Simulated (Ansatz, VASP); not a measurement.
KFeAs2 in VASP and in Ansatz

run.py

```python
from ase import Atoms
from ase.calculators.vasp import Vasp
from ase.dft.bandgap import bandgap

atoms = Atoms(
    ['As', 'As', 'Fe', 'K'],
    cell=[[-1.980368, 1.980368, 6.383019], [1.980368, -1.980368, 6.383019], [1.980368, 1.980368, -6.383019]],
    scaled_positions=[[0.330738, 0.330738, 0.0], [0.669262, 0.669262, 0.0], [0.25, 0.75, 0.5], [0.0, 0.0, 0.0]],
    pbc=True,
)
atoms.set_initial_magnetic_moments([0.0, 0.0, 3.0, 0.0])
calc = Vasp(
    directory='calc',
    xc='lda',
    pp='LDA',
    setups={'base': 'minimal', 'As': '_GW', 'Fe': '_GW', 'K': '_sv_GW'},
    prec='Accurate',
    encut=550,
    ediff=1e-06,
    ismear=0,
    sigma=0.05,
    lreal=False,
    lasph=True,
    nelm=100,
    algo='Normal',
    isif=2,
    lwave=False,
    lcharg=False,
    ispin=2,
    lorbit=11,
    lmaxmix=4,
    kpts=[9, 9, 9],
    gamma=True,
    nbands=26,
)
atoms.calc = calc

print('energy (eV):', atoms.get_potential_energy())
print('free energy (eV):', atoms.get_potential_energy(force_consistent=True))
print('forces (eV/A):')
print(atoms.get_forces())
print('stress (eV/A^3, Voigt):', atoms.get_stress())
print('Fermi level (eV):', calc.get_fermi_level())
print('moment (muB):', atoms.get_magnetic_moment())
print('site moments (muB):', atoms.get_magnetic_moments())
gap, top, bottom = bandgap(calc)
print('band gap (eV):', gap, 'from (spin, k, band)', top, 'to', bottom)
```

File input.yaml:

```yaml
crystal:
  lattice:
    - [-1.980368, 1.980368, 6.383019]
    - [1.980368, -1.980368, 6.383019]
    - [1.980368, 1.980368, -6.383019]
  atoms:
    - { symbol: As, position: [0.330738, 0.330738, 0.0] }
    - { symbol: As, position: [0.669262, 0.669262, 0.0] }
    - { symbol: Fe, position: [0.25, 0.75, 0.5], spin: 3.0 }
    - { symbol: K, position: [0.0, 0.0, 0.0] }
hamiltonian:
  xc: lda
  pseudopotentials: { kind: paw }
magnetization:
  spin_polarized: true
kpoints:
  mp_grid: { grid: [9, 9, 9] }
scf:
  occupations: { method: gaussian, width: 0.05 }
output:
  forces: true
  stress: true
  eigenvalues: true
```

The cell comes from a database or a generator and needn't be the stable form of this composition.

Alike in both runs: task single point; functional LDA; k mesh 9 × 9 × 9; occupations gaussian, width 0.05 eV; collinear spin, ferromagnetic start.

|  | VASP | Ansatz |
| --- | --- | --- |
| version | VASP 6.6.1 | Ansatz 0.2.0 |
| potentials or method | VASP PAW LDA potentials, release 64 (As_GW, Fe_GW, K_sv_GW) | Ansatz PAW |
| plane-wave cutoff (eV) | 550 | 420 |
| valence electrons in the cell | 27 | 55 |

```tsv
	VASP	Ansatz	Ansatz less VASP
gap on the k mesh at the Fermi level (eV)	none	none	-
pressure (GPa)	-4.5	-4.5	-0.03
largest component of the traceless stress (GPa)	0.60	0.60	+0.006
rms of the force components (eV/Å)	0.140	0.137	-0.0024
net moment per atom (μB)	0.13	0.15	+0.016
size of the moment on the site where the two differ most (μB)	0.48	0.53	+0.044
```

Site moments also hang on the region over which each program counts them. Atom by atom the forces differ by 0.002 eV/Å (rms over components). A gap of «none» marks a metal or a gap that the smearing closes. The two sets of potentials don't hold the same shells in valence.

Caveats: a cell with one magnetic atom can't hold antiferromagnetic order, which such compounds often take; the PAW data sets come from PBE, with cores solved anew for the run's functional, which leaves a small shift of forces and pressure (Ansatz).
